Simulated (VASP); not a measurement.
Given:

```
BaTiO3
1.0
    4.08769     0.00000     0.00000
    0.00000     4.08769     0.00000
    0.00000     0.00000     4.08769
Ba Ti O
1 1 3
Cartesian
  0.00000   0.00000   0.00000
  2.04385   2.04385   2.04385
  2.04385   0.00000   2.04385
  0.00000   2.04385   2.04385
  2.04385   2.04385   0.00000
```

Level of theory: rev-vdW-DF2, VASP's PBE PAW potentials (set 64) (plane waves; VASP). Settings: 520 eV cut-off, 6×6×6 Γ-centred mesh, Gaussian smearing of 0.050 eV, potentials Ba_sv Ti_sv O.

The job: BaTiO3 (cubic perovskite), 5 atoms, rev-vdW-DF2, static run, 520 eV, 6×6×6 Γ-centred mesh. Roughly how much core time does it take on a busy server core?

About 40 core-seconds (one run on a shared machine, a rough figure). It had 20 irreducible k-points, 24 bands, up to 1856 plane waves and 17 electronic steps.

The compound is BaTiO3 in the cubic perovskite structure, the ideal cubic form; the compound distorts at low or room temperature. This cell is one point of a volume scan, at 1.06 of the reference volume.
